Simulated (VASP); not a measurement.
These are G0W0 on PBE orbitals, VASP's PBE PAW potentials (set 64) (plane waves; VASP) values and carry that method's errors.

A VASP calculation is set up with these files.

INCAR:
```
SYSTEM = BN
PREC = Normal; ENCUT = 500; LREAL = .FALSE.
LASPH = .TRUE.; NBANDS = 128
ALGO = EVGW0
ISMEAR = 0; SIGMA = 0.01
GGA = PE
LWAVE = .TRUE.; LCHARG = .FALSE.
ENCUTGW = 180; NELMGW = 1; NOMEGA = 64
NBANDSGW = 14; LSPECTRALGW = .TRUE.
```

### POSCAR
```
BN
1
    0.0000000000     1.8075000000     1.8075000000
    1.8075000000     0.0000000000     1.8075000000
    1.8075000000     1.8075000000     0.0000000000
B N
1 1
Direct
  0.0000000000   0.0000000000   0.0000000000
  0.2500000000   0.2500000000   0.2500000000
```

KPOINTS:
```
Automatic mesh
0
Gamma
6 6 6
0 0 0
```

POTCAR, in this order: B_GW N_GW_new (PBE.64 set). Program: vasp_std. Read from the step before: W*.

Output

### OSZICAR
```
energies w=
    0.000    0.000    0.828    0.000    1.654    0.000    2.476    0.000
    3.293    0.000    4.102    0.000    4.904    0.000    5.696    0.000
    6.479    0.000    7.251    0.000    8.012    0.000    8.762    0.000
    9.503    0.000   10.233    0.000   10.954    0.000   11.667    0.000
   12.373    0.000   13.072    0.000   13.766    0.000   14.455    0.000
   15.143    0.000   15.829    0.000   16.516    0.000   17.204    0.000
   17.897    0.000   18.595    0.000   19.300    0.000   20.015    0.000
   20.741    0.000   21.482    0.000   22.239    0.000   23.015    0.000
   23.814    0.000   24.639    0.000   25.493    0.000   26.382    0.000
   27.310    0.000   28.281    0.000   29.302    0.000   30.382    0.000
   31.527    0.000   32.748    0.000   34.054    0.000   35.462    0.000
   36.984    0.000   38.641    0.000   40.455    0.000   42.455    0.000
   44.676    0.000   47.159    0.000   49.961    0.000   53.151    0.000
   56.820    0.000   61.091    0.000   66.127    0.000   72.159    0.000
   79.515    0.000   88.681    0.000  100.416    0.000  115.961    0.000
  137.501    0.000  169.279    0.000  220.760    0.000  318.233    0.000
NQ=   1    0.0000    0.0000    0.0000,
 performed        271000 updates of chi_q(r,r)
NQ=   2    0.1667    0.0000    0.0000,
 performed        786000 updates of chi_q(r,r)
NQ=   3    0.3333    0.0000    0.0000,
 performed       1301000 updates of chi_q(r,r)
NQ=   4    0.5000    0.0000    0.0000,
 performed       1730000 updates of chi_q(r,r)
NQ=   5    0.1667    0.1667    0.0000,
 performed       2245000 updates of chi_q(r,r)
NQ=   6    0.3333    0.1667    0.0000,
 performed       3068000 updates of chi_q(r,r)
NQ=   7    0.5000    0.1667    0.0000,
 performed       3891000 updates of chi_q(r,r)
NQ=   8   -0.3333    0.1667    0.0000,
 performed       4714000 updates of chi_q(r,r)
NQ=   9   -0.1667    0.1667    0.0000,
 performed       5422000 updates of chi_q(r,r)
NQ=  10    0.3333    0.3333    0.0000,
 performed       5937000 updates of chi_q(r,r)
NQ=  11    0.5000    0.3333    0.0000,
 performed       6760000 updates of chi_q(r,r)
NQ=  12   -0.3333    0.3333    0.0000,
 performed       7468000 updates of chi_q(r,r)
NQ=  13    0.5000    0.5000    0.0000,
 performed       7847000 updates of chi_q(r,r)
NQ=  14    0.5000    0.3333    0.1667,
 performed       8778000 updates of chi_q(r,r)
NQ=  15   -0.3333    0.3333    0.1667,
 performed       9651000 updates of chi_q(r,r)
NQ=  16   -0.3333    0.5000    0.1667,
 performed      10363000 updates of chi_q(r,r)
 resolving degeneracies of screened two electron integrals
```

File OUTCAR:
```


 k-point   1 :       0.0000    0.0000    0.0000
  band No.  KS-energies  QP-energies   sigma(KS)   V_xc(KS)     V^pw_x(r,r')   Z            occupation Imag(sigma)

      1     -11.5303     -13.5671     -18.0962     -15.4859     -26.4948       0.7803       2.0000       1.4026
      2       8.7043       7.6540     -19.5523     -18.2761     -21.8876       0.8230       2.0000       0.0603
      3       8.7043       7.6540     -19.5523     -18.2761     -21.8876       0.8230       2.0000       0.0603
      4       8.7043       7.6540     -19.5523     -18.2761     -21.8876       0.8230       2.0000       0.0603
      5      17.5197      18.7113     -12.3531     -13.7819      -7.0223       0.8340       0.0000      -0.0772
      6      17.5197      18.7113     -12.3531     -13.7819      -7.0223       0.8340       0.0000      -0.0772
      7      17.5197      18.7113     -12.3531     -13.7819      -7.0223       0.8340       0.0000      -0.0772
      8      19.0551      20.0421     -14.2216     -15.4335      -8.3887       0.8144       0.0000      -0.0959
      9      33.4564      33.7799     -11.0277     -11.4382      -3.3076       0.7880       0.0000      -0.5312
     10      36.4658      37.4510     -12.1551     -13.3324      -5.5034       0.8368       0.0000      -0.5392
     11      36.4658      37.4510     -12.1551     -13.3324      -5.5034       0.8368       0.0000      -0.5392
     12      37.0868      37.5575     -10.5202     -11.0853      -3.0530       0.8330       0.0000      -0.9399
     13      37.0868      37.5575     -10.5202     -11.0853      -3.0530       0.8330       0.0000      -0.9399
     14      37.0868      37.5575     -10.5202     -11.0853      -3.0530       0.8330       0.0000      -0.9399

 k-point   2 :       0.1667    0.0000    0.0000
  band No.  KS-energies  QP-energies   sigma(KS)   V_xc(KS)     V^pw_x(r,r')   Z            occupation Imag(sigma)

      1     -10.8604     -12.8253     -18.1402     -15.6033     -26.4131       0.7745       2.0000       1.3082
      2       5.6905       4.3742     -18.5583     -16.9408     -21.4990       0.8138       2.0000       0.0785
      3       8.0827       6.9852     -19.2430     -17.9073     -21.6786       0.8217       2.0000       0.0629
      4       8.0827       6.9852     -19.2430     -17.9073     -21.6786       0.8217       2.0000       0.0629
      5      18.0456      19.1008     -13.0248     -14.2972      -7.6015       0.8294       0.0000      -0.0818
      6      18.4320      19.6770     -12.6372     -14.1399      -7.1096       0.8285       0.0000      -0.0834
      7      18.4320      19.6770     -12.6372     -14.1399      -7.1096       0.8285       0.0000      -0.0834
      8      20.9457      22.1646     -14.5040     -16.0193      -8.3070       0.8044       0.0000      -0.1109
      9      32.7061      33.3194     -10.9684     -11.7157      -4.1602       0.8207       0.0000      -0.4324
     10      32.7061      33.3194     -10.9684     -11.7157      -4.1602       0.8207       0.0000      -0.4324
     11      32.7061      33.3194     -10.9684     -11.7157      -4.1602       0.8207       0.0000      -0.4324
     12      36.5939      37.1240     -11.3294     -11.9808      -3.3746       0.8138       0.0000      -0.9416
     13      43.8332      44.7325     -11.4364     -12.4887      -3.7170       0.8546       0.0000      -1.4002
     14      43.8332      44.7325     -11.4364     -12.4887      -3.7170       0.8546       0.0000      -1.4002

 k-point   3 :       0.3333    0.0000    0.0000
  band No.  KS-energies  QP-energies   sigma(KS)   V_xc(KS)     V^pw_x(r,r')   Z            occupation Imag(sigma)

      1      -8.9970     -10.8163     -18.4194     -16.0501     -26.3249       0.7678       2.0000       1.0404
      2       0.8339      -0.8020     -17.6630     -15.5795     -21.9146       0.7852       2.0000       0.1421
      3       7.1415       5.9607     -18.9745     -17.5324     -21.6346       0.8189       2.0000       0.0682
      4       7.1415       5.9607     -18.9745     -17.5324     -21.6346       0.8189       2.0000       0.0682
      5      18.6086      19.5678     -13.3907     -14.5527      -7.8498       0.8255       0.0000      -0.0854
      6      19.3547      20.5985     -12.6248     -14.1308      -6.9203       0.8259       0.0000      -0.0896
      7      19.3547      20.5985     -12.6248     -14.1308      -6.9203       0.8259       0.0000      -0.0896
      8      23.2473      24.5201     -14.1315     -15.7403      -7.3286       0.7912       0.0000      -0.1466
      9      31.9366      32.4655     -10.9065     -11.5682      -3.5349       0.7993       0.0000      -0.4247
     10      33.1025      33.9060     -11.6410     -12.6175      -4.7514       0.8229       0.0000      -0.4745
     11      33.1025      33.9060     -11.6410     -12.6175      -4.7514       0.8229       0.0000      -0.4745
     12      36.3347      37.2844     -11.8762     -13.0639      -3.5791       0.7997       0.0000      -0.8893
     13      48.0497      49.2376     -12.5801     -13.9916      -4.1547       0.8416       0.0000      -1.9360
     14      48.0497      49.2376     -12.5801     -13.9916      -4.1547       0.8416       0.0000      -1.9360

 k-point   4 :       0.5000    0.0000    0.0000
  band No.  KS-energies  QP-energies   sigma(KS)   V_xc(KS)     V^pw_x(r,r')   Z            occupation Imag(sigma)

      1      -7.3119      -9.0120     -19.0980     -16.8543     -26.7335       0.7577       2.0000       0.8252
      2      -1.9898      -3.7273     -16.7776     -14.5117     -21.7297       0.7668       2.0000       0.2257
      3       6.7623       5.5469     -18.9130     -17.4262     -21.6767       0.8175       2.0000       0.0706
      4       6.7623       5.5469     -18.9130     -17.4262     -21.6767       0.8175       2.0000       0.0706
      5      18.8455      19.7693     -13.5245     -14.6439      -7.9448       0.8253       0.0000      -0.0865
      6      19.4086      20.6062     -12.4631     -13.9097      -6.7959       0.8279       0.0000      -0.0886
      7      19.4086      20.6062     -12.4631     -13.9097      -6.7959       0.8279       0.0000      -0.0886
      8      23.9731      25.1577     -13.5663     -15.0703      -6.5935       0.7876       0.0000      -0.1622
      9      32.1685      32.8709     -11.5075     -12.3964      -3.9202       0.7901       0.0000      -0.4089
     10      35.5063      36.5474     -12.1895     -13.4938      -3.8886       0.7982       0.0000      -0.8491
     11      35.6243      36.5235     -12.2110     -13.3258      -4.4227       0.8066       0.0000      -0.7167
     12      35.6243      36.5235     -12.2110     -13.3258      -4.4227       0.8066       0.0000      -0.7167
     13      43.7197      44.8252     -12.1323     -13.3955      -4.7380       0.8751       0.0000      -1.4411
     14      43.7197      44.8252     -12.1323     -13.3955      -4.7380       0.8751       0.0000      -1.4411

 k-point   5 :       0.1667    0.1667    0.0000
  band No.  KS-energies  QP-energies   sigma(KS)   V_xc(KS)     V^pw_x(r,r')   Z            occupation Imag(sigma)

      1     -10.6387     -12.5856     -18.1555     -15.6422     -26.3853       0.7746       2.0000       1.2741
      2       6.6356       5.3694     -19.2052     -17.6516     -22.0350       0.8150       2.0000       0.0727
      3       6.9527       5.7661     -18.7216     -17.2726     -21.3460       0.8189       2.0000       0.0686
      4       6.9527       5.7661     -18.7216     -17.2726     -21.3460       0.8189       2.0000       0.0686
      5      16.4552      17.4452     -12.2441     -13.4256      -7.1000       0.8379       0.0000      -0.0735
      6      20.0121      21.3552     -13.2137     -14.8518      -7.3726       0.8200       0.0000      -0.0952
      7      20.0121      21.3552     -13.2137     -14.8518      -7.3726       0.8200       0.0000      -0.0952
      8      20.6163      21.7588     -14.2623     -15.6755      -8.1484       0.8084       0.0000      -0.1067
      9      27.9916      28.6324     -11.0392     -11.8171      -4.8295       0.8238       0.0000      -0.2045
     10      35.0832      35.6832     -11.5566     -12.3113      -3.5243       0.7950       0.0000      -0.7174
     11      37.7313      38.7101     -12.1723     -13.3436      -5.3336       0.8356       0.0000      -0.6558
     12      39.4381      39.9840     -10.5318     -11.1853      -2.9361       0.8355       0.0000      -1.1105
     13      39.4381      39.9840     -10.5318     -11.1853      -2.9361       0.8355       0.0000      -1.1105
     14      42.5203      43.1438     -10.8592     -11.5940      -3.3393       0.8486       0.0000      -1.1780

 k-point   6 :       0.3333    0.1667    0.0000
  band No.  KS-energies  QP-energies   sigma(KS)   V_xc(KS)     V^pw_x(r,r')   Z            occupation Imag(sigma)

      1      -9.1660     -10.9923     -18.3528     -15.9725     -26.2854       0.7672       2.0000       1.0612
      2       2.6204       1.0708     -18.1242     -16.1813     -21.9132       0.7976       2.0000       0.1122
      3       5.9310       4.6570     -18.4962     -16.9332     -21.3745       0.8150       2.0000       0.0757
      4       6.2159       4.9345     -18.7301     -17.1595     -21.5796       0.8159       2.0000       0.0743
      5      16.7997      17.7463     -12.4057     -13.5389      -7.1946       0.8353       0.0000      -0.0762
      6      21.0021      22.2746     -13.8574     -15.4298      -7.6768       0.8093       0.0000      -0.1085
      7      21.5042      22.8958     -13.3319     -15.0469      -7.1178       0.8114       0.0000      -0.1112
      8      21.5093      22.6051     -12.9154     -14.2563      -6.9088       0.8172       0.0000      -0.1067
      9      28.1881      29.1225     -12.5618     -13.7298      -5.6657       0.8000       0.0000      -0.2386
     10      35.1633      35.9977     -11.6882     -12.7356      -3.6502       0.7966       0.0000      -0.7415
     11      36.8410      37.6866     -11.7412     -12.7654      -4.5199       0.8257       0.0000      -0.7232
     12      38.5393      39.1584     -10.8008     -11.5565      -3.1508       0.8192       0.0000      -0.9332
     13      46.6407      47.6099     -11.5467     -12.7001      -3.5157       0.8403       0.0000      -1.6443
     14      48.7108      49.9739     -12.0803     -13.5404      -4.1542       0.8651       0.0000      -1.7991

...
```
(Selected blocks of OUTCAR.)

The mesh is coarse and the basis finite, so the quasiparticle values are not converged.

The compound is BN in the zinc blende structure. The cell was not relaxed at this level. The k-mesh is coarse (spacing up to 0.50 per Å, 2π included), so the numbers may not be converged in it.
